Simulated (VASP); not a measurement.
Here is the system:

```yaml
crystal:
  lattice:
    - [1.37464, -2.38094, 0.00000]
    - [1.37464, 2.38094, 0.00000]
    - [0.00000, 0.00000, 4.44801]
  atoms:
    - { symbol: Re, position: [0.33333, 0.66667, 0.25000] }
    - { symbol: Re, position: [0.66667, 0.33333, 0.75000] }
```

Method: PBEsol GGA, VASP's PBE PAW potentials (set 64) (plane waves; VASP). Numerical set-up: 480 eV cut-off, 14×14×8 Γ-centred mesh, first-order Methfessel-Paxton smearing of 0.10 eV, potentials Re.

Unless said otherwise, spin-orbit coupling is left out, though it shifts the bands of the heavy elements here.

### Question
Predict the energy per atom (σ→0), band gap (on the k-mesh) with the smallest direct gap where there is one.

### Answer

The band gap (on the k-mesh) is none (metal, semimetal or under 0.01 eV) and the energy per atom (σ→0) comes out as -13.369 eV/atom.

Total energies compare only between runs with the same potentials, cut-off and functional.

The compound is Re in the hcp structure. It was relaxed first.
